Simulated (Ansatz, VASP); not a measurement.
## Cd3Os in VASP and in Ansatz

```xyz
4
Lattice="4.1921 0.0000 0.0000 0.0000 4.1921 0.0000 0.0000 0.0000 4.1921" Properties=species:S:1:pos:R:3 pbc="T T T"
Cd    0.0000    2.0960    2.0960
Cd    2.0960    0.0000    2.0960
Cd    2.0960    2.0960    0.0000
Os    0.0000    0.0000    0.0000
```

Change from the starting cell: species swapped into the HoPt3 type (Pm-3m, No. 221).

Alike in both runs: functional PBE; k mesh 12 × 12 × 12; occupations gaussian, width 0.1 eV; no spin polarisation.

Ansatz relaxed the structure, and its values are those at the end. VASP's run is a single point on that final structure, the one shown.

```csv
,VASP,Ansatz
version,VASP 6.6.1,Ansatz 0.2.0
potentials or method,"VASP PAW PBE potentials, release 64 (Cd, Os)","scalar-relativistic, plane waves, PAW"
plane-wave cutoff (eV),520,420
valence electrons in the cell,44,76
```

|  | VASP | Ansatz | Ansatz less VASP |
| --- | --- | --- | --- |
| gap on the k mesh at the Fermi level (eV) | none | none | - |
| pressure (GPa) | 0.8 | 0.0 | -0.75 |

A gap of «none» marks a metal or a gap that the smearing closes. The two sets of potentials don't hold the same shells in valence.

The runs have no spin-orbit coupling, so splittings on Os are missing.
